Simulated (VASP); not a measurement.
Input:

```xyz
3
Lattice="1.8615 -3.2242 0.0000 1.8615 3.2242 0.0000 0.0000 0.0000 6.1078" Properties=species:S:1:pos:R:3 pbc="T T T"
Pt     0.0000     0.0000     0.0000
Se     1.8615     1.0747     1.2948
Se     1.8615    -1.0747     4.8130
```

Calculation: PW91 GGA, VASP's PBE PAW potentials (set 64) (plane waves; VASP). Settings: 520 eV cut-off, 7×7×4 Γ-centred mesh, Gaussian smearing of 0.050 eV, potentials Pt Se.

Without a dispersion term in the relaxation, distances and binding between the weakly bound layers, chains or molecules are unreliable, and so is what depends on them.

Problem. The ions and cell shape at fixed volume are relaxed. What does this cell relax into?

Solution. 
```xyz
3
Lattice="1.8800 -3.2563 0.0000 1.8800 3.2563 0.0000 0.0000 0.0000 5.9881" Properties=species:S:1:pos:R:3 pbc="T T T"
Pt     1.8800    -3.2563     0.0000
Se     1.8800     1.0854     1.3094
Se     1.8800    -1.0854     4.6788
```
Space group P-3m1 (164), at a tolerance of 0.03 Å.

Problem. How much energy does the relaxation gain?

Solution. The energy (σ→0) changes by -6.8 meV/atom, in 6 ionic steps.

```csv
step,E(σ→0) (eV),max force (eV/Å),pressure (GPa),volume (Å³)
1,-14.3147,0.407,3.15,73.32
2,-14.3284,0.190,1.83,73.32
3,-14.3334,0.071,0.24,73.32
4,-14.3335,0.042,0.41,73.32
5,-14.3348,0.019,0.28,73.32
6,-14.3351,0.002,0.16,73.32
```

The compound is PtSe2 in the 1T layered structure. This cell is one point of a volume scan, at 0.97 of the reference volume. Symmetry was kept, so distortions that lower it aren't found.
